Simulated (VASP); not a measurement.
# GW on GaN, part 2 of 3

Aim: the quasiparticle gap of GaN, and what it costs to get it. The cell is of the wurtzite type, one of the forms listed for this formula. The start is a cell from a database of measured crystal structures.

VASP 6.6.1, plane waves and PAW; the level of theory is named at each step.

So far. Step 2 (Ground state, k-mesh 3×3×2): The cell has a gap of 1.94 eV on mesh and path and a pressure of +5.9 GPa, which holds the misfit of the given cell and coordinates with this functional, and any error of cutoff, mesh and data sets. Spin-orbit coupling is left out, which can shift or reorder these edges. Forces of up to 0.12 eV/Å remain in these settings.

The database entry behind the starting cell differs from later determinations by our own check (about 0.3 % short, ideal inner coordinate), so it need not match the best structure at ambient conditions.

**3. Empty bands, k-mesh 3×3×2**

Level of this step: PBE; plane waves and PAW (Ga_d_GW, N_GW) (VASP).

ALGO = Exact makes the empty bands from the converged ground state in one step. LOPTICS writes the k-derivatives of the orbitals (WAVEDER), which give the long-wavelength limit of the screening.

File INCAR:

```
SYSTEM = GaN
PREC = Accurate
ENCUT = 450
ISMEAR = 0
SIGMA = 0.01
LREAL = .FALSE.
GGA = PE
NBANDS = 104
ALGO = Exact
NELM = 1
LWAVE = .TRUE.
LCHARG = .FALSE.
LOPTICS = .TRUE.
NEDOS = 1000
CSHIFT = 0.1
```

File POSCAR:

```
GaN
1.0
    3.1800000000      0.0000000000      0.0000000000
   -1.5900000000      2.7539607840      0.0000000000
    0.0000000000      0.0000000000      5.1660000000
Ga N
2 2
Direct
    0.3333333333      0.6666666667      0.0000000000
    0.6666666667      0.3333333333      0.5000000000
    0.3333333333      0.6666666667      0.3750000000
    0.6666666667      0.3333333333      0.8750000000
```

File KPOINTS:

```
Automatic mesh
0
Gamma
3 3 2
0 0 0
```

PAW data sets: Ga_d_GW and N_GW (PBE family, release 64).

Started as:

```
$ mpirun -np 8 vasp_std
```

Output:

```text
[banner, memory and clock lines left out]
running    8 mpi-ranks, on    1 nodes
 distrk:  each k-point on    8 cores,    1 groups
 distr:  one band on    1 cores,    8 groups

 POSCAR found type information on POSCAR GaN
 POSCAR found :  2 types and       4 ions
 [... a notice as in an earlier step ...]

 LDA part: xc-table for (Slater+PW92), standard interpolation
 found WAVECAR, reading the header
  number of bands has changed, file:    24 present:   104
  trying to continue reading WAVECAR, but it might fail
 POSCAR, INCAR and KPOINTS ok, starting setup
 FFT: planning ... GRIDC
 FFT: planning ... GRID_SOFT
 FFT: planning ... GRID
 reading WAVECAR
 random initialization beyond band           24
 the WAVECAR file was read successfully
 initial charge from wavefunction
 entering main loop
       N       E                     dE             d eps       ncg     rms          rms(c)
DIA:   1    -0.239587685099E+02   -0.23959E+02    0.00000E+00     0   0.000E+00
   1 F= -.23958769E+02 E0= -.23958769E+02  d E =-.322994E-20
 writing wavefunctions
 optical routines
 imaginary and real dielectric function
 recalculating local potential from charge density
 direction            1
 direction            2
 direction            3
```

The job ended after 3.4 s (8 MPI ranks of Intel Xeon 6975P-C (Granite Rapids), shared host; peak memory 1 GiB; 18 s of CPU time).

From OUTCAR (step 3):

```text
 Found      6 irreducible k-points:

   k-points           NKPTS =      6   k-points in BZ     NKDIM =      6   number of bands    NBANDS=    104

   NELECT =      36.0000    total number of electrons

 E-fermi :   5.3930

 k-point     1 :       0.0000    0.0000    0.0000
  band No.  band energies     occupation
    ...
     14       4.2610      2.00000
     15       4.2610      2.00000
     16       5.2606      2.00000
     17       5.3299      2.00000
     18       5.3299      2.00000
     19       7.2665      0.00000
     20       9.5668      0.00000
     21      14.5703      0.00000
     22      15.1613      0.00000
     23      15.1613      0.00000
    ...

 k-point     4 :       0.0000    0.0000    0.5000
  band No.  band energies     occupation
    ...
     14       1.4202      2.00000
     15       4.7812      2.00000
     16       4.7812      2.00000
     17       4.7812      2.00000
     18       4.7812      2.00000
     19       9.5840      0.00000
     20       9.5840      0.00000
     21      13.8184      0.00000
     22      13.8184      0.00000
     23      15.6844      0.00000
    ...

  Total        1.6676380      1.6676380      1.6719226      0.0000000      0.0000000      0.0000000
  in kB       59.0572311     59.0572311     59.2089668      0.0000000      0.0000000      0.0000000
  external PRESSURE =      59.1078097 kB  Pullay stress =       0.0000000 kB

 POSITION                                       TOTAL-FORCE (eV/Angst)
 -----------------------------------------------------------------------------------
     -0.00000      1.83597      0.00000        -0.000000     -0.000000     -0.118696
      1.59000      0.91799      2.58300         0.000000      0.000000     -0.118696
     -0.00000      1.83597      1.93725        -0.000000     -0.000000      0.118696
      1.59000      0.91799      4.52025         0.000000     -0.000000      0.118696
 -----------------------------------------------------------------------------------
    total drift:                               -0.000000      0.000000      0.000336

  FREE ENERGIE OF THE ION-ELECTRON SYSTEM (eV)
  ---------------------------------------------------
  free  energy   TOTEN  =       -23.9587685099 eV

  energy  without entropy=      -23.9587685099  energy(sigma->0) =      -23.95876851

 plasma frequency squared (from intraband transitions) (eV^2)
  --------------------------------------------------------------------------------------
       0.000      -0.000       0.000
       0.000       0.000       0.000
       0.000       0.000       0.000

[... 11 parts as in an earlier step ...]

[... 2 further parts left out ...]
```

The gap is read on the k-mesh alone, so it is an upper bound where the band edges lie off the mesh.

A gap read on the k-mesh alone can miss the band edges.

This step gave:

```
gap on the k-mesh              : 1.937 eV
least direct gap on the k-mesh : 1.937 eV
```

WAVECAR now holds 104 bands for 36 electrons. Its independent-particle dielectric tensor has xx, yy, zz = 11.6, 11.6, 9.6 on this mesh, which isn't tested for convergence in mesh or bands and lacks local fields.

**4. G0W0, k-mesh 3×3×2**

This step: G0W0 on PBE; plane waves and PAW (Ga_d_GW, N_GW) (VASP 6.6.1).

G0W0 keeps orbitals and screening fixed and shifts each of the lowest NBANDSGW levels once.

File INCAR:

```
SYSTEM = GaN
PREC = Accurate
ENCUT = 450
ISMEAR = 0
SIGMA = 0.01
LREAL = .FALSE.
GGA = PE
NBANDS = 104
ALGO = EVGW0
NELMGW = 1
ENCUTGW = 100
NOMEGA = 48
PRECFOCK = Fast
NBANDSGW = 32
LWAVE = .FALSE.
LCHARG = .FALSE.
```

POSCAR is that of step 3.

KPOINTS is that of step 3.

Started as:

```
$ mpirun -np 8 vasp_std
```

Output:

```text
[banner, memory and clock lines left out]
running    8 mpi-ranks, on    1 nodes
 distrk:  each k-point on    8 cores,    1 groups
 distr:  one band on    1 cores,    8 groups

 POSCAR found type information on POSCAR GaN
 POSCAR found :  2 types and       4 ions
 [... a notice as in an earlier step ...]

|                                                                             |
|           W    W    AA    RRRRR   N    N  II  N    N   GGGG   !!!           |
|           W    W   A  A   R    R  NN   N  II  NN   N  G    G  !!!           |
|           W    W  A    A  R    R  N N  N  II  N N  N  G       !!!           |
|           W WW W  AAAAAA  RRRRR   N  N N  II  N  N N  G  GGG   !            |
|           WW  WW  A    A  R   R   N   NN  II  N   NN  G    G                |
|           W    W  A    A  R    R  N    N  II  N    N   GGGG   !!!           |
|                                                                             |
|     The default for ENCUTGWSOFT is different in this version of VASP.       |
|     please manually set ENCUTGWSOFT =100 in the INCAR file.                 |
|                                                                             |

 LDA part: xc-table for (Slater+PW92), standard interpolation
 found WAVECAR, reading the header
 POSCAR, INCAR and KPOINTS ok, starting setup
 FFT: planning ... GRIDC
 FFT: planning ... GRID_SOFT
 FFT: planning ... GRID
 reading WAVECAR
 the WAVECAR file was read successfully
 initial charge from wavefunction
 available memory per node:    125.02 GB, setting MAXMEM to    128019

 The Fermi energy was updated, please check that it is located mid-gap
 values below the HOMO (VB) or above the LUMO (CB) will cause erroneous energies
 E-fermi :   6.2982

 calculate exact exchange contribution
 the WAVEDER file was read successfully
energies w=
    0.000    0.000    0.791    0.000    1.578    0.000    2.360    0.000
    3.132    0.000    3.893    0.000    4.642    0.000    5.378    0.000
    6.100    0.000    6.808    0.000    7.504    0.000    8.188    0.000
    8.863    0.000    9.530    0.000   10.190    0.000   10.847    0.000
   11.503    0.000   12.160    0.000   12.822    0.000   13.490    0.000
   14.170    0.000   14.864    0.000   15.576    0.000   16.312    0.000
   17.075    0.000   17.872    0.000   18.710    0.000   19.597    0.000
   20.542    0.000   21.556    0.000   22.653    0.000   23.849    0.000
   25.165    0.000   26.626    0.000   28.267    0.000   30.129    0.000
   32.269    0.000   34.763    0.000   37.716    0.000   41.275    0.000
   45.658    0.000   51.194    0.000   58.410    0.000   68.204    0.000
   82.241    0.000  103.986    0.000  142.059    0.000  225.487    0.000
 responsefunction array rank=     120
 LDA part: xc-table for (Slater+PW92), standard interpolation

 min. memory requirement per mpi rank     67.8 MB, per node    542.1 MB

 allocating   6 responsefunctions rank=   120
 shmem allocating  48 responsefunctions rank=   120
 response function shared by NCSHMEM nodes    1
 Doing            6  frequencies on each core in blocks of           48
NQ=   1    0.0000    0.0000    0.0000,
|.........|.........|.........|.........|.........|.........|.........|.........
 performed         95000 updates of chi_q(r,r)
 total number of BLAS operations          7.50 Gflops
NQ=   2    0.3333    0.0000    0.0000,
|.........|.........|.........|.........|.........|.........|.........|.........
 performed        270000 updates of chi_q(r,r)
 total number of BLAS operations         21.54 Gflops
NQ=   3    0.3333    0.3333    0.0000,
|.........|.........|.........|.........|.........|.........|.........|.........
 performed        392000 updates of chi_q(r,r)
 total number of BLAS operations         32.95 Gflops
NQ=   4    0.0000    0.0000    0.5000,
|.........|.........|.........|.........|.........|.........|.........|.........
 performed        487000 updates of chi_q(r,r)
 total number of BLAS operations         43.25 Gflops
NQ=   5    0.3333    0.0000    0.5000,
|.........|.........|.........|.........|.........|.........|.........|.........
 performed        662000 updates of chi_q(r,r)
 total number of BLAS operations         58.44 Gflops
NQ=   6    0.3333    0.3333    0.5000,
|.........|.........|.........|.........|.........|.........|.........|.........
 performed        784000 updates of chi_q(r,r)
 total number of BLAS operations         69.85 Gflops
 resolving degeneracies of screened two electron integrals

 calculate QP shifts <psi_nk| G(iteration)W_0 |psi_nk>: iteration 1
 entering main loop
```

Elapsed: 8.4 s, on 8 MPI ranks; peak memory 1 GiB; 53 s of CPU time.

From OUTCAR (step 4):

```text
 Found      6 irreducible k-points:

   k-points           NKPTS =      6   k-points in BZ     NKDIM =     18   number of bands    NBANDS=    104

   NELECT =      36.0000    total number of electrons

 E-fermi :   6.2982

 QP shifts <psi_nk| G(iteration)W_0 |psi_nk>: iteration 1
 for sc-GW calculations column KS-energies equals QP-energies in previous step
 and V_xc(KS)=  KS-energies - (<T + V_ion + V_H > + <T+V_H+V_ion>^1  + <V_x>^1)
 k-point   1 :       0.0000    0.0000    0.0000
  band No.  KS-energies  QP-energies   sigma(KS)   V_xc(KS)     V^pw_x(r,r')   Z            occupation Imag(sigma)
    ...
     15       4.2610       3.8488     -17.3957     -16.8468     -21.1937       0.7508       2.0000       0.1272
     16       5.2606       5.0418     -17.9805     -17.6918     -21.3918       0.7577       2.0000       0.1149
     17       5.3299       5.0394     -18.1701     -17.7857     -21.8308       0.7556       2.0000       0.1197
     18       5.3299       5.0394     -18.1701     -17.7857     -21.8308       0.7556       2.0000       0.1197
     19       7.2665       7.9915     -12.4926     -13.4276      -8.5811       0.7754       0.0000      -0.1066
     20       9.5668      10.3875     -11.5043     -12.5535      -7.0330       0.7822       0.0000      -0.1198
     21      14.5703      15.6118     -13.0956     -14.5141      -7.6675       0.7342       0.0000      -0.2014
     22      15.1613      15.8807     -10.3238     -11.2488      -5.2322       0.7777       0.0000      -0.1648
    ...

 k-point   2 :       0.3333    0.0000    0.0000
  band No.  KS-energies  QP-energies   sigma(KS)   V_xc(KS)     V^pw_x(r,r')   Z            occupation Imag(sigma)
    ...
     15       1.3880       0.7544     -16.1974     -15.3406     -20.2289       0.7394       2.0000       0.1654
     16       2.8946       2.3562     -16.3605     -15.6371     -20.2686       0.7444       2.0000       0.1449
     17       4.0009       3.6118     -16.8242     -16.3101     -20.2960       0.7567       2.0000       0.1236
     18       4.5813       4.2175     -17.5863     -17.1050     -21.2893       0.7557       2.0000       0.1251
     19      10.2012      10.9315     -12.0025     -12.9461      -7.6967       0.7739       0.0000      -0.1211
     20      11.0392      11.8132     -11.2645     -12.2549      -6.7012       0.7816       0.0000      -0.1259
     21      12.0177      12.6625     -11.5519     -12.3883      -7.0318       0.7709       0.0000      -0.1351
     22      13.7862      14.8895     -12.8034     -14.2708      -7.8202       0.7519       0.0000      -0.1626
    ...

 k-point   3 :       0.3333    0.3333    0.0000
  band No.  KS-energies  QP-energies   sigma(KS)   V_xc(KS)     V^pw_x(r,r')   Z            occupation Imag(sigma)
    ...
     15      -0.0493      -0.8210     -14.2193     -13.1611     -18.3082       0.7293       2.0000       0.2045
     16       2.2551       1.6738     -15.8249     -15.0447     -19.6020       0.7450       2.0000       0.1487
     17       2.2551       1.6738     -15.8249     -15.0447     -19.6020       0.7450       2.0000       0.1487
     18       2.5886       1.9779     -16.0502     -15.2332     -19.8206       0.7475       2.0000       0.1426
     19      10.3863      10.5756      -9.8000     -10.0391      -5.5063       0.7917       0.0000      -0.1189
     20      13.1830      14.5508     -13.6905     -15.5076      -8.8474       0.7527       0.0000      -0.1523
     21      13.1830      14.5508     -13.6905     -15.5076      -8.8474       0.7527       0.0000      -0.1523
     22      13.7517      14.5112     -12.5635     -13.5717      -7.7450       0.7532       0.0000      -0.1664
    ...

[... 8 parts as in an earlier step ...]

[... 3 further parts left out ...]
```

Numbers from this step:

```yaml
quasiparticle_gap_on_the_mesh: 2.950 eV
smallest_direct_quasiparticle_gap_on_the_mesh: 2.950 eV
gap_of_the_starting_orbitals_on_the_mesh: 1.937 eV
```

GW takes the gap from 1.937 to 2.950 eV. Spin-orbit coupling is left out. The value holds for 104 bands, ENCUTGW = 100 eV and this mesh, and isn't shown to be converged in them.

**5. Ground state, k-mesh 3×3×4**

This step: PBE; plane waves and PAW (Ga_d_GW, N_GW) (VASP 6.6.1).

The orbitals come from a self-consistent PBE run. A small SIGMA keeps every occupation at zero or full.

File INCAR:

```
SYSTEM = GaN
PREC = Accurate
ENCUT = 450
EDIFF = 1E-08
NELM = 100
ISMEAR = 0
SIGMA = 0.01
LREAL = .FALSE.
ALGO = Normal
GGA = PE
NBANDS = 24
LORBIT = 11
LWAVE = .TRUE.
LCHARG = .FALSE.
KPAR = 4
```

POSCAR is that of step 4.

File KPOINTS:

```
Automatic mesh
0
Gamma
3 3 4
0 0 0
```

Started as:

```
$ mpirun -np 8 vasp_std
```

Output:

```text
[banner, memory and clock lines left out]
running    8 mpi-ranks, on    1 nodes
[...]
[... a notice as in an earlier step ...]

 LDA part: xc-table for (Slater+PW92), standard interpolation
 POSCAR, INCAR and KPOINTS ok, starting setup
[...]
entering main loop
       N       E                     dE             d eps       ncg     rms          rms(c)
DAV:   1     0.383506269071E+03    0.38351E+03   -0.18614E+04   440   0.230E+03
DAV:   2     0.206353246791E+02   -0.36287E+03   -0.35028E+03   496   0.532E+02
DAV:   3    -0.265056549368E+02   -0.47141E+02   -0.46618E+02   544   0.228E+02
DAV:   4    -0.281334323336E+02   -0.16278E+01   -0.16266E+01   528   0.519E+01
[...]
DAV:  15    -0.239626165837E+02   -0.21503E-07   -0.28437E-07   656   0.106E-02    0.676E-04
DAV:  16    -0.239626165558E+02    0.27915E-07   -0.39829E-08   520   0.207E-03    0.580E-05
DAV:  17    -0.239626165539E+02    0.18954E-08   -0.41753E-09   296   0.636E-04
   1 F= -.23962617E+02 E0= -.23962617E+02  d E =-.175541E-13
 writing wavefunctions
```

The job ended after 2.8 s (8 MPI ranks; peak memory 1.1 GiB; 15 s of CPU time).

Parts of OUTCAR (step 5):

```text
  Total        1.7421941      1.7421941      1.6638313      0.0000000      0.0000000      0.0000000
  in kB       61.6975391     61.6975391     58.9224247      0.0000000      0.0000000      0.0000000
  external PRESSURE =      60.7725010 kB  Pullay stress =       0.0000000 kB

 POSITION                                       TOTAL-FORCE (eV/Angst)
 -----------------------------------------------------------------------------------
     -0.00000      1.83597      0.00000        -0.000000      0.000000     -0.124425
      1.59000      0.91799      2.58300        -0.000000     -0.000000     -0.124425
     -0.00000      1.83597      1.93725        -0.000000      0.000000      0.124425
      1.59000      0.91799      4.52025         0.000000      0.000000      0.124425
 -----------------------------------------------------------------------------------
    total drift:                               -0.000000      0.000000      0.000351

  FREE ENERGIE OF THE ION-ELECTRON SYSTEM (eV)
  ---------------------------------------------------
  free  energy   TOTEN  =       -23.9626165539 eV

  energy  without entropy=      -23.9626165539  energy(sigma->0) =      -23.96261655

[... 1 part as in an earlier step ...]

[... 2 further parts left out ...]
[key lines of the parts left out:]
E-fermi :   5.3796
```

The cell has a gap of 1.94 eV on this mesh and a pressure of +6.1 GPa, which holds the misfit of the given cell and coordinates with this functional, and any error of cutoff, mesh and data sets. Spin-orbit coupling is left out, which can shift or reorder these edges. Forces of up to 0.12 eV/Å remain in these settings.

**6. Empty bands, k-mesh 3×3×4**

The empty bands are made again, for the run that follows.

File INCAR:

```
SYSTEM = GaN
PREC = Accurate
ENCUT = 450
ISMEAR = 0
SIGMA = 0.01
LREAL = .FALSE.
GGA = PE
NBANDS = 104
ALGO = Exact
NELM = 1
LWAVE = .TRUE.
LCHARG = .FALSE.
LOPTICS = .TRUE.
NEDOS = 1000
CSHIFT = 0.1
```

POSCAR is that of step 5.

KPOINTS is that of step 5.

Started as:

```
$ mpirun -np 8 vasp_std
```

Output:

```text
[... set-up lines as in an earlier step ...]
 entering main loop
       N       E                     dE             d eps       ncg     rms          rms(c)
DIA:   1    -0.239626165562E+02   -0.23963E+02    0.00000E+00     0   0.000E+00
   1 F= -.23962617E+02 E0= -.23962617E+02  d E =-.490310E-20
 writing wavefunctions
 optical routines
 imaginary and real dielectric function
 recalculating local potential from charge density
 direction            1
 direction            2
 direction            3
```

Elapsed: 4.2 s, on 8 MPI ranks; peak memory 1.2 GiB; 24 s of CPU time.

From OUTCAR (step 6):

```text
  Total        1.7429308      1.7429308      1.6645807      0.0000000      0.0000000     -0.0000000
  in kB       61.7236289     61.7236289     58.9489609      0.0000000      0.0000000     -0.0000000
  external PRESSURE =      60.7987396 kB  Pullay stress =       0.0000000 kB

 POSITION                                       TOTAL-FORCE (eV/Angst)
 -----------------------------------------------------------------------------------
     -0.00000      1.83597      0.00000        -0.000000      0.000000     -0.124422
      1.59000      0.91799      2.58300         0.000000     -0.000000     -0.124422
     -0.00000      1.83597      1.93725        -0.000000      0.000000      0.124422
      1.59000      0.91799      4.52025         0.000000     -0.000000      0.124422
 -----------------------------------------------------------------------------------
    total drift:                               -0.000000      0.000000      0.000336

  FREE ENERGIE OF THE ION-ELECTRON SYSTEM (eV)
  ---------------------------------------------------
  free  energy   TOTEN  =       -23.9626165562 eV

  energy  without entropy=      -23.9626165562  energy(sigma->0) =      -23.96261656

[... 1 part as in an earlier step ...]

[... 2 further parts left out ...]
[key lines of the parts left out:]
E-fermi :   5.3932
```

(Continued in part 3 of 3.)

[Lines on the potential files, build, host, timing and source positions are cut from VASP's logs without a mark.]

[Logs are printed without paths, hosts, clocks, repeated set-up lines and the standing remarks that a program may print on its own settings, such as how far it seeks lower states.]

[Hosts, paths, dates, database ids (printed as entryN), source tags and the programs' standing remarks are cut or masked in the printed files.]

[Pressures printed for these runs are not shown converged in the cutoff: they can be off by several GPa and have the wrong sign.]
